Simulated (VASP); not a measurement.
# YbRu (Fm-3m) in VASP: further runs

One crystal, YbRu, is run at these levels: PBE; tasks: band structure.

All numbers are computed with VASP 6.6.1; they aren't measurements. Logs are shortened: lines on timing, memory, paths and dates and some standing lists are left out, and cuts for length are marked.

## Step 1: The structure

Symmetry: Fm-3m, No. 225, cubic system. The conventional cell has a = 5.549 Å, b = 5.549 Å, c = 5.549 Å, α = 90.00°, β = 90.00°, γ = 90.00°. Around Yb (site symmetry m-3m) lie 6 Ru at 2.77 Å. Ru (site symmetry m-3m) is surrounded by 6 Yb at 2.77 Å.

The cell was built by a generator and needn't be a form met in nature.

## Step 2: Band structure, PBE, collinear spin, ferromagnetic start

File INCAR:

```
SYSTEM = YbRu
PREC = Accurate
ENCUT = 520
EDIFF = 1E-7
ISMEAR = -1
SIGMA = 0.05
LREAL = .False.
LASPH = .True.
NELM = 150
ALGO = Normal
ISIF = 2
LWAVE = .False.
LCHARG = .False.
ISPIN = 2
MAGMOM = 1 1
LORBIT = 11
LMAXMIX = 6
GGA = PE
NBANDS = 30
```

File KPOINTS:

```
Automatic mesh
0
Gamma
  6 6 6
  0 0 0
```

File POSCAR:

```
YbRu
1.0
    0.0000000000      2.7745200000      2.7745200000
    2.7745200000      0.0000000000      2.7745200000
    2.7745200000      2.7745200000      0.0000000000
Yb Ru
1 1
Direct
    0.5000000000      0.5000000000      0.5000000000
    0.0000000000      0.0000000000      0.0000000000
```

File KPOINTS_OPT:

```
path GXWKGLUWLK,UX
15
line-mode
reciprocal
 0.0000000000  0.0000000000  0.0000000000  G
 0.5000000000  0.0000000000  0.5000000000  X

 0.5000000000  0.0000000000  0.5000000000  X
 0.5000000000  0.2500000000  0.7500000000  W

 0.5000000000  0.2500000000  0.7500000000  W
 0.3750000000  0.3750000000  0.7500000000  K

 0.3750000000  0.3750000000  0.7500000000  K
 0.0000000000  0.0000000000  0.0000000000  G

 0.0000000000  0.0000000000  0.0000000000  G
 0.5000000000  0.5000000000  0.5000000000  L

 0.5000000000  0.5000000000  0.5000000000  L
 0.6250000000  0.2500000000  0.6250000000  U

 0.6250000000  0.2500000000  0.6250000000  U
 0.5000000000  0.2500000000  0.7500000000  W

 0.5000000000  0.2500000000  0.7500000000  W
 0.5000000000  0.5000000000  0.5000000000  L

 0.5000000000  0.5000000000  0.5000000000  L
 0.3750000000  0.3750000000  0.7500000000  K

 0.6250000000  0.2500000000  0.6250000000  U
 0.5000000000  0.0000000000  0.5000000000  X
```

Potentials or basis: VASP PAW PBE potentials, release 64 (Yb, Ru_pv).

Started as:

```bash
cat potpaw_PBE.64/Yb/POTCAR potpaw_PBE.64/Ru_pv/POTCAR > POTCAR
mpirun -np 1 vasp_std > vasp.out
```

OUTCAR:

```text
SYSTEM = YbRu
   PREC = Accurate
   ENCUT = 520
   EDIFF = 1E-7
   ISMEAR = -1
   LREAL = .False.
   LASPH = .True.
   NELM = 150
   ISIF = 2
   ISPIN = 2
   LORBIT = 11
   GGA = PE

 ion  position               nearest neighbor table
   1  0.500  0.500  0.500-   2 2.77   2 2.77   2 2.77   2 2.77   2 2.77   2 2.77
   2  0.000  0.000  0.000-   1 2.77   1 2.77   1 2.77   1 2.77   1 2.77   1 2.77

  LATTYP: Found a face centered cubic cell.
 ALAT       =     5.5490400000

  Lattice vectors:

 A1 = (   0.0000000000,   2.7745200000,   2.7745200000)
 A2 = (   2.7745200000,   0.0000000000,   2.7745200000)
 A3 = (   2.7745200000,   2.7745200000,   0.0000000000)

Analysis of symmetry for initial positions (statically):
=====================================================================
 Subroutine PRICEL returns:
 Original cell was already a primitive cell.

 Routine SETGRP: Setting up the symmetry group for a
 face centered cubic supercell.

 Subroutine GETGRP returns: Found 48 space group operations
 (whereof 48 operations were pure point group operations)
 out of a pool of 48 trial point group operations.

The static configuration has the point symmetry O_h .

Analysis of symmetry for dynamics (positions and initial velocities):
=====================================================================
 Subroutine PRICEL returns:
 Original cell was already a primitive cell.

 Routine SETGRP: Setting up the symmetry group for a
 face centered cubic supercell.

 Subroutine GETGRP returns: Found 48 space group operations
 (whereof 48 operations were pure point group operations)
 out of a pool of 48 trial point group operations.

The dynamic configuration has the point symmetry O_h .

Analysis of structural, dynamic, and magnetic symmetry:
=====================================================================
 Subroutine PRICEL returns:
 Original cell was already a primitive cell.

 Routine SETGRP: Setting up the symmetry group for a
 face centered cubic supercell.

 Subroutine GETGRP returns: Found 48 space group operations
 (whereof 48 operations were pure point group operations)
 out of a pool of 48 trial point group operations.

The overall configuration has the point symmetry O_h .

 Subroutine INISYM returns: Found 48 space group operations
 (whereof 48 operations are pure point group operations),
 and found     1 'primitive' translations

----------------------------------------------------------------------------------------

                                     Primitive cell

  volume of cell :      42.7163

  direct lattice vectors                    reciprocal lattice vectors
     0.000000000  2.774520000  2.774520000    -0.180211352  0.180211352  0.180211352
     2.774520000  0.000000000  2.774520000     0.180211352 -0.180211352  0.180211352
     2.774520000  2.774520000  0.000000000     0.180211352  0.180211352 -0.180211352

  length of vectors
     3.923763813  3.923763813  3.923763813     0.312135218  0.312135218  0.312135218

  position of ions in fractional coordinates (direct lattice)
     0.500000000  0.500000000  0.500000000
     0.000000000  0.000000000  0.000000000

  ion indices of the primitive-cell ions
   primitive index   ion index
                 1           1
                 2           2

----------------------------------------------------------------------------------------

 KPOINTS: Automatic mesh

Automatic generation of k-mesh.
 Grid dimensions read from file:
 generate k-points for:    6    6    6

 Generating k-lattice:

  Cartesian coordinates                     Fractional coordinates (reciprocal lattice)
    -0.030035225  0.030035225  0.030035225     0.166666667  0.000000000  0.000000000
     0.030035225 -0.030035225  0.030035225     0.000000000  0.166666667  0.000000000
     0.030035225  0.030035225 -0.030035225     0.000000000  0.000000000  0.166666667

  Length of vectors
     0.052022536  0.052022536  0.052022536

  Shift w.r.t. Gamma in fractional coordinates (k-lattice)
     0.000000000  0.000000000  0.000000000

 Subroutine IBZKPT returns following result:
 ===========================================

 Found     16 irreducible k-points:

 Following reciprocal coordinates:
            Coordinates               Weight
  0.000000  0.000000  0.000000      1.000000
  0.166667  0.000000  0.000000      8.000000
  0.333333  0.000000  0.000000      8.000000
  0.500000  0.000000  0.000000      4.000000
  0.166667  0.166667  0.000000      6.000000
  0.333333  0.166667  0.000000     24.000000
[... 8 lines left out ...]
 -0.333333  0.333333  0.166667     24.000000
 -0.333333  0.500000  0.166667     12.000000
   k-points           NKPTS =     16   k-points in BZ     NKDIM =     16   number of bands    NBANDS=     30
   number of dos      NEDOS =    301   number of ions     NIONS =      2
   total plane-waves  NPLWV =  27000
   dimension x,y,z NGX =    30 NGY =   30 NGZ =   30
   dimension x,y,z NGXF=    60 NGYF=   60 NGZF=   60
   ions per type =               1   1
   NGX,Y,Z   is equivalent  to a cutoff of  12.71, 12.71, 12.71 a.u.
   NGXF,Y,Z  is equivalent  to a cutoff of  25.42, 25.42, 25.42 a.u.
 SYSTEM =  YbRu
   PREC   = accura    normal or accurate (medium, high low for compatibility)
   ISTART =      0    job   : 0-new  1-cont  2-samecut
   ICHARG =      2    charge: 1-file 2-atom 10-const
   ISPIN  =      2    spin polarized calculation?
   LNONCOLLINEAR =      F non collinear calculations
   LSORBIT =      F    spin-orbit coupling
   LASPH  =      T    aspherical Exc in radial PAW
   ENCUT  =  520.0 eV  38.22 Ry    6.18 a.u.   7.30  7.30  7.30*2*pi/ulx,y,z
   NELM   =    150;   NELMIN=  2; NELMDL= -5     # of ELM steps
   EDIFF  = 0.1E-06   stopping-criterion for ELM
   LREAL  =      F    real-space projection
   EDIFFG = 0.1E-05   stopping-criterion for IOM
   NSW    =      0    number of steps for IOM
   IBRION =     -1    ionic relax: 0-MD 1-quasi-New 2-CG
   NFREE  =      0    steps in history (QN), initial steepest desc. (CG)
   ISIF   =      2    stress and relaxation
   ISYM   =      2    0-nonsym 1-usesym 2-fastsym
   POTIM  = 0.5000    time-step for ionic-motion
   TEBEG  =    0.0;   TEEND  =   0.0 temperature during run
   PSTRESS=    0.0 pullay stress
   NELECT =      38.0000    total number of electrons
   NUPDOWN=      -1.0000    fix difference up-down
   EMIN   =  10.00;   EMAX   =-10.00  energy-range for DOS
   EFERMI =   0.00;   METHOD = LEGACY
   ISMEAR =    -1;   SIGMA  =   0.05  broadening in eV -4-tet -1-fermi 0-gaus
   EFERMI_NEDOS =   21; number of points for ismear=-14 and -15
   IALGO  =     38    algorithm
   IMIX   =      4    mixing-type and parameters
     AMIX     =   0.40;   BMIX     =  1.00
     AMIX_MAG =   1.60;   BMIX_MAG =  1.00
  volume/ion in A,a.u.               =      21.36       144.13
  Fermi-wavevector in a.u.,A,eV,Ry     =   1.574484  2.975343 33.728828  2.478999
  Thomas-Fermi vector in A             =   2.675611
   LORBIT       =     11    0 simple, 1 ext, 2 COOP (PROOUT), +10 PAW based schemes
   GGA     = PE    functional components
   LHFCALC =     F    Hartree Fock is set to
   AEXX    =    0.0000 exact exchange contribution
   IVDW    =     0    specifies the selected vdW correction
   LEPSILON=     F    determine dielectric tensor
   LRPA    =     F    only Hartree local field effects (RPA)
 spin polarized calculation
  energy-cutoff  :      520.00
  volume of cell :       42.72
 maximum number of plane-waves:      1167
 NGX is ok and might be reduce to    30
   NGX = 15   NGY = 15   NGZ = 15

 number of electron      38.0000006 magnetization       0.9497884

 Free energy of the ion-electron system (eV)
  ---------------------------------------------------
  ext. energy  EPLUGINS =         0.00000000
  ---------------------------------------------------
  free energy    TOTEN  =       -11.44091716 eV

  energy without entropy =      -11.40586565  energy(sigma->0) =      -11.42339141

 E-fermi :   4.5095     XC(G=0): -11.6124

 val. band max:        4.4759532119   @ k =  -0.3333   0.5000   0.1667
 cond. band min:       4.5662069498   @ k =   0.5000   0.3333   0.1667
 fundamental gap:      0.0902537378
 Fermi energy:         4.5095220857

 spin component 1

 k-point     1 :       0.0000    0.0000    0.0000
  band No.  band energies     occupation
      1     -46.6379      1.00000
      2     -37.2092      1.00000
      3     -37.2092      1.00000
      4     -37.2092      1.00000
      5     -18.7395      1.00000
      6     -18.7395      1.00000
[... 22 lines left out ...]
     29      15.7680      0.00000
     30      17.0249      0.00000
[... 463 lines left out ...]
 k-point    16 :      -0.3333    0.5000    0.1667
  band No.  band energies     occupation
      1     -46.6301      1.00000
      2     -37.2249      1.00000
      3     -37.2196      1.00000
      4     -37.2124      1.00000
      5     -18.8801      1.00000
      6     -18.8380      1.00000
[... 22 lines left out ...]
     29      17.0253      0.00000
     30      20.4609      0.00000
 Fermi energy:         4.5095220857

 spin component 2

 k-point     1 :       0.0000    0.0000    0.0000
  band No.  band energies     occupation
      1     -46.5337      1.00000
      2     -36.6892      1.00000
      3     -36.6892      1.00000
      4     -36.6892      1.00000
      5     -18.6811      1.00000
      6     -18.6811      1.00000
[... 22 lines left out ...]
     29      15.9692      0.00000
     30      17.8479      0.00000
[... 464 lines left out ...]
  band No.  band energies     occupation
      1     -46.5258      1.00000
      2     -36.7055      1.00000
      3     -36.7000      1.00000
      4     -36.6925      1.00000
      5     -18.8236      1.00000
      6     -18.7806      1.00000
[... 22 lines left out ...]
     29      17.8480      0.00000
     30      20.6068      0.00000

------------------------ aborting loop because EDIFF is reached ----------------------------------------

  FORCE on cell =-STRESS in cart. coord.  units (eV):
  Direction    XX          YY          ZZ          XY          YZ          ZX
  --------------------------------------------------------------------------------------
  -------------------------------------------------------------------------------------
  Total        0.1700318      0.1700318      0.1700318      0.0000000     -0.0000000     -0.0000000
  in kB        6.3774503      6.3774503      6.3774503      0.0000000     -0.0000000     -0.0000000
  external PRESSURE =       6.3774503 kB  Pullay stress =       0.0000000 kB

 VOLUME and BASIS-vectors are now :
 -----------------------------------------------------------------------------
  energy-cutoff  :      520.00
  volume of cell :       42.72
      direct lattice vectors                 reciprocal lattice vectors
     0.000000000  2.774520000  2.774520000    -0.180211352  0.180211352  0.180211352
     2.774520000  0.000000000  2.774520000     0.180211352 -0.180211352  0.180211352
     2.774520000  2.774520000  0.000000000     0.180211352  0.180211352 -0.180211352

 POSITION                                       TOTAL-FORCE (eV/Angst)
 -----------------------------------------------------------------------------------
      2.77452      2.77452      2.77452         0.000000     -0.000000      0.000000
      0.00000      0.00000      0.00000        -0.000000      0.000000      0.000000
 -----------------------------------------------------------------------------------
    total drift:                                0.000000      0.000000      0.000000

  FREE ENERGIE OF THE ION-ELECTRON SYSTEM (eV)
  ---------------------------------------------------
  free  energy   TOTEN  =       -11.4409171609 eV

  energy  without entropy=      -11.4058656516  energy(sigma->0) =      -11.42339141

 total charge

# of ion       s       p       d       f       tot
--------------------------------------------------
    1        2.233   6.057   0.621  13.392  22.303
    2        0.338   6.055   6.315   0.000  12.708
--------------------------------------------------
tot          2.571  12.111   6.935  13.392  35.010

 magnetization (x)

# of ion       s       p       d       f       tot
--------------------------------------------------
    1       -0.004  -0.011  -0.018   0.272   0.239
    2        0.013  -0.002   0.697   0.000   0.708
--------------------------------------------------
tot          0.009  -0.013   0.679   0.272   0.947
```

It took 7.7 min on 1 thread of Intel Xeon Platinum 8259CL at 2.50GHz (Skylake/Cascade Lake), shared host; peak memory 0.24 GiB.

Results:

| Property | Result |
| --- | --- |
| Free energy | -11.4409 eV |
| Pressure | 0.6 GPa |
| Band gap along the path | none (metal or under the smearing width) |
| Net moment | 0.95 μB per cell |
| Site moments | Yb +0.24; Ru +0.71 μB |
| Valence electrons inside the program's atomic spheres | Yb 22.30; Ru 12.71 |

Levels at the corners of the path, in eV from the Fermi level:
Spin up:
```tsv
point	band 18	band 19	band 20	band 21	band 22	band 23
Γ	-0.67	-0.67	-0.67	6.20	6.20	6.20
X	-0.58	-0.37	-0.37	1.25	5.30	6.17
X	-0.58	-0.37	-0.37	1.25	5.30	6.17
W	-0.61	-0.34	0.23	2.70	2.88	2.88
W	-0.61	-0.34	0.23	2.70	2.88	2.88
K	-0.50	-0.33	-0.32	2.07	2.90	4.53
K	-0.50	-0.33	-0.32	2.07	2.90	4.53
Γ	-0.67	-0.67	-0.67	6.20	6.20	6.20
Γ	-0.67	-0.67	-0.67	6.20	6.20	6.20
L	-0.36	0.06	0.06	1.52	2.72	2.72
L	-0.36	0.06	0.06	1.52	2.72	2.72
U	-0.50	-0.33	-0.32	2.07	2.90	4.53
U	-0.50	-0.33	-0.32	2.07	2.90	4.53
W	-0.61	-0.34	0.23	2.70	2.88	2.88
W	-0.61	-0.34	0.23	2.70	2.88	2.88
L	-0.36	0.06	0.06	1.52	2.72	2.72
L	-0.36	0.06	0.06	1.52	2.72	2.72
K	-0.50	-0.33	-0.32	2.07	2.90	4.53
U	-0.50	-0.33	-0.32	2.07	2.90	4.53
X	-0.58	-0.37	-0.37	1.25	5.30	6.17
```
Spin down:
| point | band 14 | band 15 | band 16 | band 17 | band 18 | band 19 | band 20 | band 21 | band 22 | band 23 |
| --- | --- | --- | --- | --- | --- | --- | --- | --- | --- | --- |
| Γ | -0.54 | -0.54 | -0.54 | -0.53 | -0.41 | -0.41 | -0.41 | 6.37 | 6.37 | 6.37 |
| X | -0.48 | -0.47 | -0.47 | -0.43 | -0.39 | 0.23 | 0.23 | 1.25 | 5.56 | 6.24 |
| X | -0.48 | -0.47 | -0.47 | -0.43 | -0.39 | 0.23 | 0.23 | 1.25 | 5.56 | 6.24 |
| W | -0.50 | -0.46 | -0.44 | -0.41 | -0.41 | 0.25 | 0.45 | 2.76 | 3.10 | 3.10 |
| W | -0.50 | -0.46 | -0.44 | -0.41 | -0.41 | 0.25 | 0.45 | 2.76 | 3.10 | 3.10 |
| K | -0.46 | -0.44 | -0.44 | -0.31 | -0.27 | -0.19 | 0.18 | 2.26 | 3.12 | 4.60 |
| K | -0.46 | -0.44 | -0.44 | -0.31 | -0.27 | -0.19 | 0.18 | 2.26 | 3.12 | 4.60 |
| Γ | -0.54 | -0.54 | -0.54 | -0.53 | -0.41 | -0.41 | -0.41 | 6.37 | 6.37 | 6.37 |
| Γ | -0.54 | -0.54 | -0.54 | -0.53 | -0.41 | -0.41 | -0.41 | 6.37 | 6.37 | 6.37 |
| L | -0.62 | -0.42 | -0.40 | -0.03 | -0.03 | 0.45 | 0.45 | 1.88 | 2.74 | 2.74 |
| L | -0.62 | -0.42 | -0.40 | -0.03 | -0.03 | 0.45 | 0.45 | 1.88 | 2.74 | 2.74 |
| U | -0.46 | -0.44 | -0.44 | -0.31 | -0.27 | -0.19 | 0.18 | 2.26 | 3.12 | 4.60 |
| U | -0.46 | -0.44 | -0.44 | -0.31 | -0.27 | -0.19 | 0.18 | 2.26 | 3.12 | 4.60 |
| W | -0.50 | -0.46 | -0.44 | -0.41 | -0.41 | 0.25 | 0.45 | 2.76 | 3.10 | 3.10 |
| W | -0.50 | -0.46 | -0.44 | -0.41 | -0.41 | 0.25 | 0.45 | 2.76 | 3.10 | 3.10 |
| L | -0.62 | -0.42 | -0.40 | -0.03 | -0.03 | 0.45 | 0.45 | 1.88 | 2.74 | 2.74 |
| L | -0.62 | -0.42 | -0.40 | -0.03 | -0.03 | 0.45 | 0.45 | 1.88 | 2.74 | 2.74 |
| K | -0.46 | -0.44 | -0.44 | -0.31 | -0.27 | -0.19 | 0.18 | 2.26 | 3.12 | 4.60 |
| U | -0.46 | -0.44 | -0.44 | -0.31 | -0.27 | -0.19 | 0.18 | 2.26 | 3.12 | 4.60 |
| X | -0.48 | -0.47 | -0.47 | -0.43 | -0.39 | 0.23 | 0.23 | 1.25 | 5.56 | 6.24 |

Caveat: spin-orbit coupling is left out, which moves the levels of the heavy elements; without U or exact exchange the open f shell lies at the Fermi level, which spoils levels, moments and volumes. The state reached can hang on the start; a lower one may exist.

## Step 3: Band structure, PBE, collinear spin, ferromagnetic start, spin-orbit coupling

Edit INCAR of step 2 so:

```diff
@@ -13,7 +13,10 @@
 LCHARG = .False.
-ISPIN = 2
-MAGMOM = 1 1
+LNONCOLLINEAR = .True.
+MAGMOM = 0.707 0.707 0 0.707 0.707 0
 LORBIT = 11
+LSORBIT = .True.
+GGA_COMPAT = .False.
+LORBMOM = .True.
 LMAXMIX = 6
 GGA = PE
-NBANDS = 30
+NBANDS = 50
```

KPOINTS is that of step 2.

POSCAR is that of step 2.

KPOINTS_OPT is that of step 2.

Potentials or basis: VASP PAW PBE potentials, release 64 (Yb, Ru_pv).

Started as:

```bash
cat potpaw_PBE.64/Yb/POTCAR potpaw_PBE.64/Ru_pv/POTCAR > POTCAR
mpirun -np 1 vasp_ncl > vasp.out
```

It took 57 min on 1 thread of Intel Xeon Platinum 8259CL at 2.50GHz (Skylake/Cascade Lake), shared host; peak memory 0.59 GiB.

The run converged. Its results:

```yaml
Free_energy: -12.6018 eV
Pressure: 0.7 GPa
Net_moment: 0.84 μB per cell
Valence_electrons_inside_the_program's_atomic_spheres: Yb 22.41; Ru 12.71
```

Moments on the atoms (μB; x, y, z):
```
Yb  0.12 0.12 0.00
Ru  0.47 0.47 0.00
```

Caveat: without U or exact exchange the open f shell lies at the Fermi level, which spoils levels, moments and volumes. The state reached can hang on the start; a lower one may exist.

## Step 4: For comparison

An earlier run on the cell as given: functional PBE; potentials or basis VASP PAW PBE potentials, release 64 (Yb, Ru_pv); cutoff 520 eV; k mesh 8 × 8 × 8; occupations fermi-dirac, width 0.05 eV; collinear spin, ferromagnetic start; starting moments [1.0, 1.0] μB.

* Pressure: 0.7 GPa
* Band gap on the k mesh: none (metal or under the smearing width)
* Net moment: 1.05 μB per cell
* Site moments: Yb +0.28; Ru +0.77 μB
* Valence electrons inside the program's atomic spheres: Yb 22.30; Ru 12.71

## Step 5: Summary

```tsv
task	spin	k mesh	pressure (GPa)	moment (μB)
band structure	collinear, ferromagnetic start	6 × 6 × 6	0.6	0.95
band structure	collinear, ferromagnetic start, SOC	6 × 6 × 6	0.7	0.84
single point	collinear, ferromagnetic start	8 × 8 × 8	0.7	1.05
```

Alike in all rows: level PBE; potentials or basis VASP PAW PBE potentials, release 64 (Yb, Ru_pv); cell as given; cutoff (eV) 520; smearing fermi-dirac 0.05 eV.

Caveats: without U or exact exchange the open f shell lies at the Fermi level, which spoils levels, moments and volumes; spin-orbit coupling is left out, which moves the levels of the heavy elements (some runs).

Total energies depend on the potentials used, so only differences within one code and one set of settings carry meaning.
